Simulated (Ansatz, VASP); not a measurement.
**Sb (Antimony): VASP beside Ansatz**

Aim: how closely do two programs agree when they are given the same cell, functional and k mesh? The structure shown comes from an earlier Ansatz run, which isn't shown and may have moved the atoms alone.

Program: Ansatz 0.2.0. Level of theory: plane waves, with VASP 6.6.1 beside it; elastic constants at LDA. Results are calculated unless marked as measured.

### Step 1. Starting point

Symmetry: R-3m, No. 166, trigonal system. Conventional cell: a = 4.295 Å, b = 4.295 Å, c = 10.972 Å, α = 90.00°, β = 90.00°, γ = 120.00°. Nearest to Sb lie 3 Sb at 2.91 Å.

Coordinates:

```cif
data_structure
_symmetry_space_group_name_H-M 'R-3m:H'
_symmetry_Int_Tables_number 166
_cell_length_a 4.2951
_cell_length_b 4.2951
_cell_length_c 10.9718
_cell_angle_alpha 90.000
_cell_angle_beta 90.000
_cell_angle_gamma 120.000
_cell_volume 175.28
loop_
_atom_site_label
_atom_site_type_symbol
_atom_site_symmetry_multiplicity
_atom_site_Wyckoff_symbol
_atom_site_fract_x
_atom_site_fract_y
_atom_site_fract_z
_atom_site_occupancy
Sb1 Sb 6 c 0.00000 0.00000 0.23617 1
```

### Step 2. Ansatz: elastic constants, LDA

Ansatz runs on its default PAW (the set named soft_2) files.

Elastic constants are differences of stresses under small strains, so they test the stress and the mesh.

Contents of input.yaml:

```yaml
crystal:
  lattice:
    - [2.1475256038, 1.2398744854, 3.6572531397]
    - [-2.1475256038, 1.2398744854, 3.6572531397]
    - [0.0, -2.4797489709, 3.6572531397]
  atoms:
    - { symbol: Sb, position: [0.2361707843, 0.2361707843, 0.2361707843] }
    - { symbol: Sb, position: [0.7638292157, 0.7638292157, 0.7638292157] }
kpoints:
  mp_grid: { grid: [12, 12, 12] }
hamiltonian:
  xc: lda
scf:
  occupations: { method: gaussian, width: 0.1 }
output:
  forces: true
  stress: true
  eigenvalues: true
basis:
  ecutwfc: 290.0
elastic:
  mode: relaxed_ion
  stencil: two_point
```

The run is started by

```
$ ansatz run input.yaml --threads 4 --pin off --max-ram 8192MiB --backend cpu --events-out ev --progress --plain --runs-dir out
```

Numbers of over 12 decimals in the logs are rounded to 6 here.

What it wrote:

```text
Warning: basis.ecutwfc = 290 eV is below the records' recommended 420 eV, and the density's cutoff is lower with it unless basis.ecutrho_ratio is high enough to keep the records' density cutoff: compare with a run at a higher cutoff
Engine: ansatz 0.2.0, aarch64-unknown-linux-gnu
Pseudopotentials: kind: paw
Pseudopotential: Sb, paw, valence charge 15, recommended cutoff 420 eV (normal), Sb.paw.azcp
Functional definition: SPW92
  exchange = slater_x
  correlation = pw_c
Crystal: 2 atoms, lattice volume = 58.428 Å³
Basis set: ecut = 290 eV, 653 PW (Γ)
Bands: 19, of which v1, the nominal top of the filled ones, is band 15 counted from 1 (14 counted from 0)
Symmetry: 12 space group operations
Space group: R-3m (ITA 166), of the structure as read, at distance tolerance 3.9e-5 Å
k-points: 189 of 1728
Non-local potential: Sb, projectors of the file, l = 0: 2, l = 1: 2, l = 2: 2, l = 3: 2
PAW form: soft (Blöchl's): semilocal exchange-correlation on the pseudo side does not see the compensation charge
PAW frozen core: Sb, regenerated for the run's functional, and the local potential with it (the file was generated under x = pbe(κ = 0.804, μ = 0.219515), c = pbe(β = 0.066725))
PAW one-centre angular grid: Sb, 590 points (default); XC on 64 Gauss nodes
Initial density: superposition of atomic densities (neutral atoms: chi_scale 0, normalization atom), corrected by the library's trained network
Initial wavefunctions: pseudopotential atomic-orbital guess
Functional: x = slater, c = lda
SCF iter   1: F=—  HF=-12671.357350 eV  |F-HF|=—  |Δ(HF+E_count)|=         —  Δρ=9.80e-3  dr2=2.07e-2  ethr=1.77e-3  ⟨swp⟩=5.8  Hψ=17836  notcnv=0
preconditioner: auto → Kerker (q_TF=auto, 2.441 Å⁻¹)  [metal: Δε(μ)=0.015 eV  Ē_g=8.813 eV  σ=0.100 eV  W_gap=0.09  n_scr=14 (ndim 8)  ℏωp=15.4 eV  f_vac=0.001  D(μ)=0.13/eV (n_scr^D=0)]
SCF iter   2: F=—  HF=-12671.346157 eV  |F-HF|=—  |Δ(HF+E_count)|=   1.12e-2  Δρ=5.02e-3  dr2=5.47e-3  ethr=6.90e-5  ⟨swp⟩=1.8  Hψ=5902  notcnv=0
SCF iter   3: F=—  HF=-12671.343666 eV  |F-HF|=—  |Δ(HF+E_count)|=   2.49e-3  Δρ=5.40e-4  dr2=2.51e-4  ethr=1.82e-5  ⟨swp⟩=2.0  Hψ=5481  notcnv=0
SCF iter   4: F=—  HF=-12671.343573 eV  |F-HF|=—  |Δ(HF+E_count)|=   9.36e-5  Δρ=2.73e-4  dr2=2.59e-5  ethr=8.37e-7  ⟨swp⟩=2.0  Hψ=6429  notcnv=0
SCF iter   5: F=—  HF=-12671.343555 eV  |F-HF|=—  |Δ(HF+E_count)|=   1.71e-5  Δρ=5.61e-5  dr2=3.44e-6  ethr=8.62e-8  ⟨swp⟩=2.0  Hψ=6355  notcnv=0
SCF iter   6: F=—  HF=-12671.343555 eV  |F-HF|=—  |Δ(HF+E_count)|=   3.50e-7  Δρ=1.98e-5  dr2=3.16e-7  ethr=1.15e-8  ⟨swp⟩=2.5  Hψ=4661  notcnv=0
SCF iter   7: F=—  HF=-12671.343555 eV  |F-HF|=—  |Δ(HF+E_count)|=   2.66e-7  Δρ=6.49e-6  dr2=2.41e-8  ethr=1.05e-9  ⟨swp⟩=2.0  Hψ=6430  notcnv=0
SCF iter   8: F=—  HF=-12671.343555 eV  |F-HF|=—  |Δ(HF+E_count)|=   3.56e-9  Δρ=1.37e-6  dr2=1.17e-9  ethr=8.05e-11  ⟨swp⟩=2.0  Hψ=6383  notcnv=0
SCF iter   9: F=—  HF=-12671.343555 eV  |F-HF|=—  |Δ(HF+E_count)|=  2.66e-10  Δρ=3.03e-7  dr2=1.25e-10  ethr=3.91e-12  ⟨swp⟩=2.0  Hψ=6416  notcnv=0
SCF iter  10: F=—  HF=-12671.343555 eV  |F-HF|=—  |Δ(HF+E_count)|=  1.82e-11  Δρ=8.27e-8  dr2=8.05e-12  ethr=4.17e-13 (applied; sched 1.00e-12)  ⟨swp⟩=2.0  Hψ=4043  notcnv=0
SCF iter  11: F=—  HF=-12671.343555 eV  |F-HF|=—  |Δ(HF+E_count)|=    0.00e0  Δρ=2.63e-8  dr2=6.02e-13  ethr=2.68e-14 (applied; sched 1.00e-12)  ⟨swp⟩=2.1  Hψ=4650  notcnv=0
SCF iter  12: F=-12671.343555 eV  HF=-12671.343555 eV  |F-HF|=5.46e-12  |Δ(HF+E_count)|=  1.09e-11  Δρ=6.51e-9  dr2=1.95e-14  ethr=1.00e-12  ⟨swp⟩=4.9  Hψ=11315  notcnv=0
SCF 1 converged in 12 iterations: F = -12671.343555 eV  dr2 = 1.95e-14
  greatest PAW one-centre occupation: 1.001 electrons in one spin orbital (limit 2), on the Sb atom at site 1 (counted from 0), in its partial waves of l = 2
relax step   1: F+E_penalty+E_count = -12671.34355482 eV  Δ(F+E_penalty+E_count) = +0.000e0 eV  max|allowed force component| = 5.184e-5 eV/Å  Δτ_max = 0.0000 Å  (12 SCF iters, accepted)
[...]
relax step   1: F+E_penalty+E_count = -12671.34361237 eV  Δ(F+E_penalty+E_count) = +0.000e0 eV  max|allowed force component| = 7.639e-3 eV/Å  Δτ_max = 0.0000 Å  (9 SCF iters, accepted)
[...]
relax step   2: F+E_penalty+E_count = -12671.34362846 eV  Δ(F+E_penalty+E_count) = -1.609e-5 eV  max|allowed force component| = 1.505e-4 eV/Å  Δτ_max = 0.0021 Å  (8 SCF iters, accepted)
[...]
relax step   3: F+E_penalty+E_count = -12671.34362847 eV  Δ(F+E_penalty+E_count) = -6.583e-9 eV  max|allowed force component| = 3.161e-6 eV/Å  Δτ_max = 0.0000 Å  (6 SCF iters, accepted)
iter 1 solved again at ethr=1.00e-12 eV; its pass at ethr=3.10e-3 eV (dr2=1.40e-14 eV) is discarded
SCF iter   1: F=—  HF=-12671.343628 eV  |F-HF|=—  |Δ(HF+E_count)|=         —  Δρ=3.65e-9  dr2=8.58e-15  ethr=1.00e-12  ⟨swp⟩=1.9  Hψ=50206  notcnv=0
SCF iter   2: F=-12671.343628 eV  HF=-12671.343628 eV  |F-HF|=3.64e-12  |Δ(HF+E_count)|=  3.64e-12  Δρ=2.38e-9  dr2=4.34e-15  ethr=1.00e-12  ⟨swp⟩=4.2  Hψ=28255  notcnv=0
SCF 27 converged in 2 iterations: F = -12671.343628 eV  dr2 = 4.34e-15
SCF converged after 10 iterations
Free energy (F): -12671.343555 eV
Harris-Foulkes:  -12671.343555 eV  (|F-HF|=1.82e-12)
Internal energy: -12671.342902 eV  (E = F + TS)
E sigma→0 (E₀):  -12671.343228 eV
Entropy (-TS):   -0.000653 eV (-0.327 meV/atom)
Fermi energy:    10.177628 eV
--- Per-component energies (eV) ---
  E_band       = -333.958840
  E_kinetic    = 420.073640
  E_local      = -3142.010764  (includes V_loc(G=0)·N_el)
  E_nonlocal   = 730.431427
  E_hartree    = 1421.768906
  E_xc         = -276.752754
  E_vxc        = -195.930572  (∫ρ·V_xc dr)
  E_paw        = -8852.471283  (= ΣΔE_a)
  E_vpaw       = -990.060365  (= ΣTr[D̂ρ^β])
  E_aug_tail   = -0.000016  (compensation charges beyond the density's cutoff)
  E_ewald      = -2973.499703
  E_core_change = 1.117647  (= ΣΔE_core)
  E_smearing   = -0.000653  (= −TS)
  E_closure    = -0.000000  (closes the sum)
  Σ components = -12671.343555   (vs F -12671.343555, Δ=0.00e0)
--- Forces (eV/Å), atoms counted from 1 ---
  atom   1  Sb     0.00000000     0.00000000    -0.00002772
  atom   2  Sb     0.00000000    -0.00000000     0.00002772
  max |Σ_I F_I| component: 4.63e-18 eV/Å
--- Stress (GPa, compression-positive) ---
        0.006127      -0.000000       0.000000
       -0.000000       0.006127       0.000000
        0.000000       0.000000      -0.024060
  P = ⅓ Tr σ = -0.0039 GPa (-0.039 kbar)
--- Band table (eV; the first three rows and the last of 189) ---
  k-point 0: bands = [... 11 lower, 5.4481, 8.2293, 8.3939, 8.3939, 12.6148, 13.0859, 13.0859, 15.2830]
  k-point 1: bands = [... 11 lower, 5.0654, 8.2558, 8.3861, 8.5775, 12.5148, 12.8516, 12.8517, 14.9709]
  k-point 2: bands = [... 11 lower, 4.1875, 8.2818, 8.3727, 8.9403, 12.1291, 12.2820, 12.3032, 14.8232]
  k-point 188: bands = [... 11 lower, 0.9209, 8.9777, 8.9777, 9.7648, 10.1689, 10.1689, 11.1488, 17.6207]
--- Elastic constants: 3 strain directions × 2 members + reference (group order 12) ---
  dense FFT box of the reference and of every strained cell: 25×25×25
  strains applied: 11, 33, 23; error gains: componentwise 1.00 (the most a stress slope's error grows in a printed constant), spectral 1.41 (1 for all six strains in a standard setting)
  reference relaxed by the batch: 2 steps; max|allowed force component| 5.18e-5 eV/Å at the deck's positions, 2.77e-5 at the last accepted step, 2.77e-5 by the solve of record
  largest displacement 9.0e-6 Å; the constants are those of the deck's cell at these positions:
  atoms:
    - { symbol: Sb, position: [0.236172, 0.236172, 0.236172] }
    - { symbol: Sb, position: [0.763828, 0.763828, 0.763828] }
  C = ∂σ_k/∂η_j (tension-positive GPa; Voigt order 11 22 33 23 13 12):
       102.885     27.342     27.000    -24.749      0.000      0.000
        27.342    102.885     27.000     24.749      0.000      0.000
        27.117     27.117     54.503      0.000      0.000      0.000
       -24.494     24.494      0.000     41.411      0.000      0.000
        -0.000      0.000     -0.000     -0.000     41.411    -24.494
        -0.000      0.000     -0.000     -0.000    -24.749     37.772
  reference stress σ⁰ (GPa):     -0.006     -0.006      0.024     -0.000     -0.000      0.000
  C* (energy form; C + prestress term) asymmetry max|C*_kj − C*_jk| = 2.555e-1 GPa — a small one proves nothing (zero by symmetry where the batch's group is 432, −43m or m−3m); a large one is finite-difference/SCF noise where every solve meets its electron count
  moduli (Voigt/Reuss/Hill, GPa): K = 47.02/43.00/45.01   G = 36.04/23.21/29.63   E = 72.89   ν = 0.230
  mechanically stable: yes (min eigenvalue of sym C = 14.90 GPa)
  strain η (Voigt 11):  stress-route row diagonal C_11 = 102.89 GPa, energy-path curvature d²(F+E_count+ΔE)/dδ²/Ω₀ = 103.50 GPa
         δ    σ_11 (GPa)             F (eV)   n_scf  n_hpsi   n_pw
    -2.000e-3      -0.2131      -12671.3433321       2   85039    665   relax 4 steps, max|allowed force component| 1.42e-5 eV/Å
     2.000e-3       0.1984      -12671.3439364       2   85213    667   relax 3 steps, max|allowed force component| 8.27e-7 eV/Å
  strain η (Voigt 33):  stress-route row diagonal C_33 = 54.50 GPa, energy-path curvature d²(F+E_count+ΔE)/dδ²/Ω₀ = 54.86 GPa
         δ    σ_33 (GPa)             F (eV)   n_scf  n_hpsi   n_pw
    -2.000e-3      -0.0852      -12671.3432787       6   45642    666   relax 2 steps, max|allowed force component| 8.93e-7 eV/Å
     2.000e-3       0.1328      -12671.3437443       2   33715    667   relax 2 steps, max|allowed force component| 1.28e-5 eV/Å
  strain η (Voigt 23):  stress-route row diagonal C_44 = 41.41 GPa, energy-path curvature d²(F+E_count+ΔE)/dδ²/Ω₀ = 42.83 GPa
         δ    σ_23 (GPa)             F (eV)   n_scf  n_hpsi   n_pw
    -2.000e-3      -0.0830      -12671.3436001       2   85242    666   relax 4 steps, max|allowed force component| 1.05e-6 eV/Å
     2.000e-3       0.0827      -12671.3436285       2   85155    666   relax 3 steps, max|allowed force component| 3.16e-6 eV/Å
```

[end of part 1 of 2]

[Lines on the potential files, build, host, timing and source positions are cut from VASP's logs without a mark.]

[Logs are printed without paths, hosts, clocks, repeated set-up lines and the standing remarks that a program may print on its own settings, such as how far it seeks lower states.]

[Hosts, paths, dates, database ids (printed as entryN), source tags and the programs' standing remarks are cut or masked in the printed files.]
